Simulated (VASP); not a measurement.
Calculation: vdW-DF-cx, VASP's PBE PAW potentials (set 64) (plane waves; VASP).

The input files of a VASP run:

File POSCAR:
```
HfO2
1.0
  0.0000000000   2.4652725849   2.4652725849
  2.4652725849   0.0000000000   2.4652725849
  2.4652725849   2.4652725849   0.0000000000
Hf O
1 2
Direct
  0.0000000000   0.0000000000   0.0000000000
  0.2500000000   0.2500000000   0.2500000000
  0.7500000000   0.7500000000   0.7500000000
```

### INCAR
```
! general
SYSTEM   = HfO2
PREC     = Accurate
ENCUT    = 520
LREAL    = .FALSE.
LASPH    = .TRUE.

! electronic loop
EDIFF    = 1E-7
NELM     = 100
ALGO     = Normal
LMAXMIX  = 6

! smearing
ISMEAR   = 0
SIGMA    = 0.05

! functional
GGA      = CX
LUSE_VDW = .TRUE.
AGGAC    = 0.0

! ions
ISIF     = 2

! output
LWAVE    = .FALSE.
LCHARG   = .FALSE.
```

### KPOINTS
```
Automatic mesh
0
Gamma
8 8 8
0 0 0
```

POTCAR, in this order: Hf_pv O (PBE.64 set). Program: vasp_std.

Unless said otherwise, spin-orbit coupling is left out, though it shifts the bands of the heavy elements here.

**Question.** What does the run give for the energy per atom (σ→0), pressure, band gap (on the k-mesh)?

**Answer.** 
```yaml
energy per atom (σ→0): -8.376 eV/atom
band gap (on the k-mesh): 3.95 eV
pressure: 19.02 GPa
```

OSZICAR:
```
...
DAV:   8    -0.251336994210E+02    0.20766E-01   -0.12965E-01  1108   0.404E+00    0.516E+00
DAV:   9    -0.251268676742E+02    0.68317E-02   -0.28279E-02  1052   0.151E+00    0.172E+00
DAV:  10    -0.251267819079E+02    0.85766E-04   -0.33809E-03  1115   0.478E-01    0.238E-01
DAV:  11    -0.251267688295E+02    0.13078E-04   -0.21111E-04   996   0.129E-01    0.179E-01
DAV:  12    -0.251267710432E+02   -0.22137E-05   -0.25335E-05  1101   0.406E-02    0.206E-02
DAV:  13    -0.251267716237E+02   -0.58045E-06   -0.16404E-06  1073   0.108E-02    0.737E-03
DAV:  14    -0.251267716512E+02   -0.27491E-07   -0.45424E-08   757   0.213E-03
   1 F= -.25126772E+02 E0= -.25126772E+02  d E =-.575644E-12
```

The compound is HfO2 in the fluorite structure, the high-temperature cubic form, which is unstable at 0 K; the monoclinic form is the stable one. This cell is one point of a volume scan, at 0.94 of the reference volume.
